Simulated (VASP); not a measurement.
```yaml
crystal:
  lattice:
    - [11.27672, 0.00000, 0.00000]
    - [0.00000, 3.90504, 0.00000]
    - [0.00000, 0.00000, 4.46241]
  atoms:
    - { symbol: Ge, position: [0.12951, 0.25000, 0.11678] }
    - { symbol: Ge, position: [0.37049, 0.75000, 0.61678] }
    - { symbol: Ge, position: [0.87049, 0.75000, 0.88322] }
    - { symbol: Ge, position: [0.62951, 0.25000, 0.38322] }
    - { symbol: Se, position: [0.85367, 0.25000, 0.49690] }
    - { symbol: Se, position: [0.64633, 0.75000, 0.99690] }
    - { symbol: Se, position: [0.14633, 0.75000, 0.50310] }
    - { symbol: Se, position: [0.35367, 0.25000, 0.00310] }
```

All values below come from PBE GGA, VASP's PBE PAW potentials (set 64) (plane waves; VASP). Settings: 400 eV cut-off, 2×4×4 Γ-centred mesh, Gaussian smearing of 0.050 eV, potentials Ge_d Se.

Without a dispersion term in the relaxation, distances and binding between the weakly bound layers, chains or molecules are unreliable, and so is what depends on them.

### Question
What does the run give for the energy per atom (σ→0), band gap (on the k-mesh) with the smallest direct gap where there is one?

### Answer

```
Item                                         Result
-----------------------------------  --------------
band gap (on the k-mesh)                    0.99 eV
smallest direct gap (on the k-mesh)         0.99 eV
energy per atom (σ→0)                -4.239 eV/atom
```

The absolute energy has meaning only against runs of the same code, potentials and settings.

The structure was generated: GeSe was put into the GeS type (Pnma), which need not be its known phase. It was relaxed first.
